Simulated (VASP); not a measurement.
Crystal: ZnS (Wurtzite-2H).

```
Zn S
1.0
     3.81100    0.00000    0.00000
    -1.90550    3.30042    0.00000
     0.00000    0.00000    6.23400
Zn S
2 2
Direct
  0.33333 0.66667 0.00000
  0.66667 0.33333 0.50000
  0.33333 0.66667 0.38500
  0.66667 0.33333 0.88500
```

| Item | Value |
| --- | --- |
| Program | VASP 6.6.1 |
| Task | relaxation of cell and atoms |
| Functional | LDA |
| Potentials or basis | VASP PAW LDA potentials, release 64 (Zn, S) |
| Cutoff | 600 eV |
| k mesh | 7 × 7 × 4 |
| Occupations | gaussian, width 0.01 eV |
| Spin | no spin polarisation |

At the start: pressure -3.4 GPa; volume 19.60 Å³/atom.

Where does the relaxation end?

Over 11 steps the energy falls by 17.1 meV/atom and the volume is 18.64 Å³/atom (-4.9 %); space group P6_3mc (No. 186, to 0.05 Å).

The path:
| step | energy change (eV) | largest force (eV/Å) | pressure (GPa) | volume (Å³) |
| --- | --- | --- | --- | --- |
| 1 | 0.0000 | 0.2984 | -3.38 | 78.41 |
| 2 | -0.0592 | 0.1539 | 1.01 | 73.81 |
| 3 | -0.0603 | 0.1770 | 0.45 | 74.29 |
| 4 | -0.0603 | 0.1808 | 0.28 | 74.37 |
| 5 | -0.0648 | 0.0650 | 0.04 | 74.56 |
| 6 | -0.0653 | 0.0084 | -0.04 | 74.65 |
| 7 | -0.0678 | 0.0048 | -0.10 | 74.70 |
| 8 | -0.0682 | 0.0015 | -0.19 | 74.73 |
| 9 | -0.0682 | 0.0002 | -0.21 | 74.73 |
| 10 | -0.0682 | 0.0033 | 0.21 | 74.41 |
| 11 | -0.0683 | 0.0035 | 0.07 | 74.56 |

Final structure:
```cif
data_structure
_symmetry_space_group_name_H-M 'P 1'
_symmetry_Int_Tables_number 1
_cell_length_a 3.7421
_cell_length_b 3.7421
_cell_length_c 6.1487
_cell_angle_alpha 90.000
_cell_angle_beta 90.000
_cell_angle_gamma 120.000
_cell_volume 74.56
loop_
_atom_site_label
_atom_site_type_symbol
_atom_site_fract_x
_atom_site_fract_y
_atom_site_fract_z
_atom_site_occupancy
Zn1 Zn 0.33333 0.66667 0.00555 1
Zn2 Zn 0.66667 0.33333 0.50555 1
S1 S 0.33333 0.66667 0.37945 1
S2 S 0.66667 0.33333 0.87945 1
```
